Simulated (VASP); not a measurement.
GeSb2Te4:

```
CELL_PARAMETERS angstrom
0.00000 6.31400 6.31400
6.31400 0.00000 6.31400
6.31400 6.31400 0.00000
ATOMIC_POSITIONS crystal
Ge 0.75000 0.75000 0.75000
Ge 0.50000 0.50000 0.50000
Sb 0.12500 0.12500 0.12500
Sb 0.62500 0.12500 0.12500
Sb 0.12500 0.62500 0.12500
Sb 0.12500 0.12500 0.62500
Te 0.87947 0.36158 0.87947
Te 0.87947 0.87947 0.87947
Te 0.87947 0.87947 0.36158
Te 0.36158 0.87947 0.87947
Te 0.88842 0.37053 0.37053
Te 0.37053 0.88842 0.37053
Te 0.37053 0.37053 0.88842
Te 0.37053 0.37053 0.37053
```

The cell was built by a generator and needn't be a form met in nature.

```yaml
Program: VASP 6.6.1
Task: relaxation of cell and atoms
Functional: PBE
Potentials_or_basis: VASP PAW PBE potentials, release 64 (Ge_d, Sb, Te)
Cutoff: 520 eV
k_mesh: 4 × 4 × 4
Occupations: gaussian, width 0.03 eV
Spin: no spin polarisation
```

At the start: pressure 0.6 GPa; volume 35.96 Å³/atom.

**Question.** How do energy, volume and symmetry change on relaxing?

**Answer.** Over 5 steps the energy falls by 2.4 meV/atom and the volume is 36.62 Å³/atom (+1.8 %); space group Fd-3m (No. 227, to 0.05 Å).

Step by step:
```csv
step,energy change (eV),largest force (eV/Å),pressure (GPa),volume (Å³)
1,0.0000,0.1495,0.58,503.44
2,-0.0210,0.1424,-0.14,513.00
3,-0.0210,0.1426,-0.13,512.90
4,-0.0288,0.0853,-0.08,512.78
5,-0.0331,0.0075,0.01,512.61
```

Final structure:
```cif
data_structure
_symmetry_space_group_name_H-M 'P 1'
_symmetry_Int_Tables_number 1
_cell_length_a 8.9833
_cell_length_b 8.9833
_cell_length_c 8.9833
_cell_angle_alpha 60.000
_cell_angle_beta 60.000
_cell_angle_gamma 60.000
_cell_volume 512.61
loop_
_atom_site_label
_atom_site_type_symbol
_atom_site_fract_x
_atom_site_fract_y
_atom_site_fract_z
_atom_site_occupancy
Ge1 Ge 0.75000 0.75000 0.75000 1
Ge2 Ge 0.50000 0.50000 0.50000 1
Sb1 Sb 0.12500 0.12500 0.12500 1
Sb2 Sb 0.62500 0.12500 0.12500 1
Sb3 Sb 0.12500 0.62500 0.12500 1
Sb4 Sb 0.12500 0.12500 0.62500 1
Te1 Te 0.88070 0.35789 0.88070 1
Te2 Te 0.88070 0.88070 0.88070 1
Te3 Te 0.88070 0.88070 0.35789 1
Te4 Te 0.35789 0.88070 0.88070 1
Te5 Te 0.89211 0.36930 0.36930 1
Te6 Te 0.36930 0.89211 0.36930 1
Te7 Te 0.36930 0.36930 0.89211 1
Te8 Te 0.36930 0.36930 0.36930 1
```
